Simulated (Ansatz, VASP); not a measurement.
## ZrZn in VASP and in Ansatz

Contents of INCAR:

```
SYSTEM = ZrZn
ALGO = Fast
EDIFF = 1E-6
EDIFFG = -0.001
ENCUT = 600
GGA = CA
IBRION = 2
ISIF = 3
ISMEAR = -1
LASPH = .True.
LCHARG = .False.
LREAL = .False.
LWAVE = .False.
NELM = 100
NSW = 80
PREC = Accurate
SIGMA = 0.15
```

The input KPOINTS:

```
k-points
0
Gamma
  12 12 12
  0 0 0
```

The input POSCAR:

```
ZrZn
1.0
    3.2600261330      0.0000000000      0.0000000000
    0.0000000000      3.2600261330      0.0000000000
    0.0000000000      0.0000000000      3.2600261330
Zr Zn
1 1
Direct
    0.5000000000      0.5000000000      0.5000000000
    0.0000000000      0.0000000000      0.0000000000
```

Input for Ansatz:

```yaml
crystal:
  lattice:
    - [3.260026133, 0.0, 0.0]
    - [0.0, 3.260026133, 0.0]
    - [0.0, 0.0, 3.260026133]
  atoms:
    - { symbol: Zr, position: [0.5, 0.5, 0.5] }
    - { symbol: Zn, position: [0.0, 0.0, 0.0] }
basis:
  ecutwfc: 420
kpoints:
  mp_grid: { grid: [12, 12, 12] }
hamiltonian:
  xc: lda
scf:
  occupations: { method: fermi_dirac, width: 0.15 }
output:
  forces: true
  stress: true
  eigenvalues: true
  write_density: true
  write_potential: true
  elf: true
  volumetric_format: npy
relax:
  adjacent_minimum: "off"
  f_tol: 0.001
  max_steps: 60
  cell: { stress_tol: 0.01 }
```

Alike in both runs: task relaxation of cell and atoms; functional LDA; k mesh 12 × 12 × 12; occupations fermi-dirac, width 0.15 eV; no spin polarisation.

|  | VASP | Ansatz |
| --- | --- | --- |
| version | VASP 6.6.1 | Ansatz 0.2.0 |
| potentials or method | VASP PAW LDA potentials, release 64 (Zr_sv, Zn) | scalar-relativistic, plane waves, PAW |
| plane-wave cutoff (eV) | 600 | 420 |
| valence electrons in the cell | 24 | 24 |

|  | VASP | Ansatz | Ansatz less VASP |
| --- | --- | --- | --- |
| gap on the k mesh at the Fermi level, each at its own relaxed structure (eV) | none | none | - |
| relaxed volume (Å³/atom) | 17.38 | 17.34 | -0.043 |
| relaxed cell length with the largest relative difference (Å) | 3.264 | 3.261 | -0.0027 |

A gap of «none» marks a metal or a gap that the smearing closes.
